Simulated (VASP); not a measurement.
Output of a VASP run:

OUTCAR:
```
 ion  position               nearest neighbor table
   1  0.000  0.000  0.000-
  LATTYP: Found a body centered cubic cell.
 ALAT       =     2.8700000000
 Subroutine PRICEL returns:
 Original cell was already a primitive cell.
 Subroutine GETGRP returns: Found 48 space group operations
The static configuration has the point symmetry O_h .
The dynamic configuration has the point symmetry O_h .
The overall configuration has the point symmetry O_h .
 Subroutine INISYM returns: Found 48 space group operations
 Subroutine IBZKPT returns following result:
 Found    145 irreducible k-points:

 Following reciprocal coordinates:
            Coordinates               Weight
  0.000000  0.000000  0.000000      1.000000
  0.062500  0.000000  0.000000     12.000000
  0.125000  0.000000  0.000000     12.000000
  0.187500  0.000000  0.000000     12.000000
  0.250000  0.000000  0.000000     12.000000
  0.312500  0.000000  0.000000     12.000000
  0.375000  0.000000  0.000000     12.000000
  0.437500  0.000000  0.000000     12.000000
  0.500000  0.000000  0.000000      6.000000
  0.062500  0.062500  0.000000     24.000000
  0.125000  0.062500 -0.000000     48.000000
  0.187500  0.062500  0.000000     48.000000
  0.250000  0.062500 -0.000000     48.000000
  0.312500  0.062500 -0.000000     48.000000
  0.375000  0.062500 -0.000000     48.000000
  0.437500  0.062500  0.000000     48.000000
  0.125000  0.125000  0.000000     24.000000
  0.187500  0.125000 -0.000000     48.000000
  0.250000  0.125000 -0.000000     48.000000
  0.312500  0.125000 -0.000000     48.000000
  0.375000  0.125000  0.000000     48.000000
  0.437500  0.125000  0.000000     24.000000
  0.187500  0.187500  0.000000     24.000000
  0.250000  0.187500 -0.000000     48.000000
  0.312500  0.187500  0.000000     48.000000
  0.375000  0.187500  0.000000     48.000000
  0.250000  0.250000  0.000000     24.000000
  0.312500  0.250000  0.000000     48.000000
  0.375000  0.250000 -0.000000     24.000000
  0.312500  0.312500  0.000000     24.000000
  0.062500  0.062500  0.062500      8.000000
  0.125000  0.062500  0.062500     24.000000
  0.187500  0.062500  0.062500     24.000000
  0.250000  0.062500  0.062500     24.000000
  0.312500  0.062500  0.062500     24.000000
  0.375000  0.062500  0.062500     24.000000
  0.437500  0.062500  0.062500     12.000000
 -0.062500  0.062500  0.062500      6.000000
  0.125000  0.125000  0.062500     24.000000
  0.187500  0.125000  0.062500     48.000000
   k-points           NKPTS =    145   k-points in BZ     NKDIM =    145   number of bands    NBANDS=      9
   number of dos      NEDOS =    301   number of ions     NIONS =      1
   total plane-waves  NPLWV =   5832
   dimension x,y,z NGX =    18 NGY =   18 NGZ =   18
   dimension x,y,z NGXF=    36 NGYF=   36 NGZF=   36
   ions per type =               1
   PREC   = accura    normal or accurate (medium, high low for compatibility)
   ISTART =      0    job   : 0-new  1-cont  2-samecut
   ICHARG =      2    charge: 1-file 2-atom 10-const
   ISPIN  =      2    spin polarized calculation?
   LNONCOLLINEAR =      F non collinear calculations
   LSORBIT =      F    spin-orbit coupling
   INIWAV =      1    electr: 0-lowe 1-rand  2-diag
   ENCUT  =  520.0 eV  38.22 Ry    6.18 a.u.   4.62  4.62  4.62*2*pi/ulx,y,z
   NELM   =    100;   NELMIN=  2; NELMDL= -5     # of ELM steps
   EDIFF  = 0.1E-05   stopping-criterion for ELM
   LREAL  =      F    real-space projection
   NLSPLINE    = F    spline interpolate recip. space projectors
   LMAXMIX     =    4 max onsite mixed and CHGCAR
   VOSKOWN=      0    Vosko Wilk Nusair interpolation
   EDIFFG = -.1E-01   stopping-criterion for IOM
   NSW    =     60    number of steps for IOM
   NBLOCK =      1;   KBLOCK =     60    inner block; outer block
   IBRION =      2    ionic relax: 0-MD 1-quasi-New 2-CG
...
```

File OSZICAR:
```
       N       E                     dE             d eps       ncg     rms          rms(c)
DAV:   1     0.178401717971E+02    0.17840E+02   -0.40722E+03  5412   0.106E+03
DAV:   2    -0.683737001764E+01   -0.24678E+02   -0.23157E+02  5256   0.127E+02
DAV:   3    -0.715092553743E+01   -0.31356E+00   -0.31272E+00  5916   0.198E+01
DAV:   4    -0.715235836675E+01   -0.14328E-02   -0.14327E-02  5772   0.127E+00
DAV:   5    -0.715237170198E+01   -0.13335E-04   -0.13335E-04  5617   0.107E-01    0.108E+01
DAV:   6    -0.623812700663E+01    0.91424E+00   -0.13855E+01  5515   0.588E+01    0.575E+00
DAV:   7    -0.613993556619E+01    0.98191E-01   -0.10388E+00  5489   0.156E+01    0.320E+00
DAV:   8    -0.613563514213E+01    0.43004E-02   -0.70571E-03  6511   0.729E-01    0.142E+00
DAV:   9    -0.612905303321E+01    0.65821E-02   -0.10849E-02  6636   0.938E-01    0.444E-01
DAV:  10    -0.612947137337E+01   -0.41834E-03   -0.22671E-04  6399   0.191E-01    0.243E-01
DAV:  11    -0.612960768364E+01   -0.13631E-03   -0.49171E-04  6514   0.238E-01    0.514E-02
DAV:  12    -0.612959799012E+01    0.96935E-05   -0.88329E-06  5068   0.335E-02    0.219E-02
DAV:  13    -0.612959859481E+01   -0.60469E-06   -0.13961E-06  2690   0.157E-02
   1 F= -.61295986E+01 E0= -.61296739E+01  d E =-.612960E+01  mag=     2.2665
       N       E                     dE             d eps       ncg     rms          rms(c)
DAV:   1    -0.722637733001E+01   -0.10968E+01   -0.24125E+01  5446   0.841E+01    0.103E+01
DAV:   2    -0.620351390021E+01    0.10229E+01   -0.85038E+00  5489   0.475E+01    0.736E+00
DAV:   3    -0.615962319201E+01    0.43891E-01   -0.29865E-01  5602   0.898E+00    0.328E+00
DAV:   4    -0.614861791084E+01    0.11005E-01   -0.41566E-03  5481   0.865E-01    0.675E-01
DAV:   5    -0.613965274177E+01    0.89652E-02   -0.12812E-02  5739   0.952E-01    0.112E-01
DAV:   6    -0.613972948871E+01   -0.76747E-04   -0.30395E-04  5599   0.229E-01    0.576E-02
DAV:   7    -0.613972783655E+01    0.16522E-05   -0.18844E-05  5356   0.676E-02    0.304E-02
DAV:   8    -0.613972608381E+01    0.17527E-05   -0.21873E-06  5269   0.228E-02    0.587E-03
DAV:   9    -0.613972668521E+01   -0.60140E-06   -0.29174E-07  2634   0.807E-03
   2 F= -.61397267E+01 E0= -.61395572E+01  d E =-.101281E-01  mag=     2.0111
       N       E                     dE             d eps       ncg     rms          rms(c)
DAV:   1    -0.636686643243E+01   -0.22714E+00   -0.47638E+00  5423   0.398E+01    0.437E+00
DAV:   2    -0.618244855347E+01    0.18442E+00   -0.21801E+00  5478   0.218E+01    0.375E+00
DAV:   3    -0.616273392820E+01    0.19715E-01   -0.12745E-01  5554   0.578E+00    0.144E+00
DAV:   4    -0.616063543585E+01    0.20985E-02   -0.15810E-03  5600   0.679E-01    0.359E-01
DAV:   5    -0.615882229066E+01    0.18131E-02   -0.23905E-03  5423   0.564E-01    0.515E-02
DAV:   6    -0.615883333485E+01   -0.11044E-04   -0.72457E-05  5527   0.119E-01    0.266E-02
DAV:   7    -0.615883341363E+01   -0.78783E-07   -0.32595E-06  5325   0.267E-02
   3 F= -.61588334E+01 E0= -.61587578E+01  d E =-.292348E-01  mag=     2.1025
```

File OUTCAR:
```
------------------------ aborting loop because EDIFF is reached ----------------------------------------
  FORCE on cell =-STRESS in cart. coord.  units (eV):
  Direction    XX          YY          ZZ          XY          YZ          ZX
  --------------------------------------------------------------------------------------
  Total       -0.0081676     -0.0081676     -0.0081676     -0.0000000     -0.0000000      0.0000000
  in kB       -1.1851927     -1.1851927     -1.1851927     -0.0000000     -0.0000000      0.0000000
  external PRESSURE =      -1.1851927 kB  Pullay stress =       0.0000000 kB
  volume of cell :       11.04
      direct lattice vectors                 reciprocal lattice vectors
    -1.402765845  1.402765845  1.402765845     0.000000000  0.356438676  0.356438676
     1.402765845 -1.402765845  1.402765845     0.356438676  0.000000000  0.356438676
     1.402765845  1.402765845 -1.402765845     0.356438676  0.356438676  0.000000000
 POSITION                                       TOTAL-FORCE (eV/Angst)
 -----------------------------------------------------------------------------------
      0.00000      0.00000      0.00000         0.000000      0.000000     -0.000000
 -----------------------------------------------------------------------------------
    total drift:                                0.000000     -0.000000      0.000000
  FREE ENERGIE OF THE ION-ELECTRON SYSTEM (eV)
  ---------------------------------------------------
  free  energy   TOTEN  =        -6.1588334136 eV

  energy  without entropy=       -6.1586066512  energy(sigma->0) =       -6.15875783

 total charge

# of ion       s       p       d       tot
------------------------------------------
    1        0.500   0.561   6.282   7.343

 magnetization (x)

# of ion       s       p       d       tot
------------------------------------------
    1       -0.013  -0.046   2.144   2.085

 reached required accuracy - stopping structural energy minimisation
```
(Selected blocks of OUTCAR.)

POSCAR:
```
Fe
1
   -1.4350000000     1.4350000000     1.4350000000
    1.4350000000    -1.4350000000     1.4350000000
    1.4350000000     1.4350000000    -1.4350000000
Fe
1
Direct
  0.0000000000   0.0000000000   0.0000000000
```

Q: Write an INCAR and KPOINTS that could have produced this output.

A: This is not unique; one that fits is the input of the run itself, rev-vdW-DF2, plane waves, VASP's PBE PAW potentials (set 64).

**INCAR**
```
SYSTEM = Fe
PREC = Accurate
ENCUT = 520
EDIFF = 1E-6
NELM = 100
ALGO = Normal
LREAL = .FALSE.
LASPH = .TRUE.
ISMEAR = 1
SIGMA = 0.1
GGA = MK
PARAM1 = 0.1234568
PARAM2 = 0.7114
ZAB_VDW = -1.8867
LUSE_VDW = .TRUE.
AGGAC = 0.0
LMAXMIX = 4
ISPIN = 2
MAGMOM = 2.5
LORBIT = 10
LWAVE = .FALSE.
LCHARG = .FALSE.
IBRION = 2
ISIF = 3
NSW = 60
EDIFFG = -0.01
```

File KPOINTS:
```
Automatic mesh
0
Gamma
16 16 16
0 0 0
```

POTCAR, in this order: Fe (PBE.64 set). Program: vasp_std.

Energy and stress use the plane-wave basis of the starting cell.

The compound is Fe in the bcc structure. This run relaxes it. Symmetry was kept, so distortions that lower it aren't found.
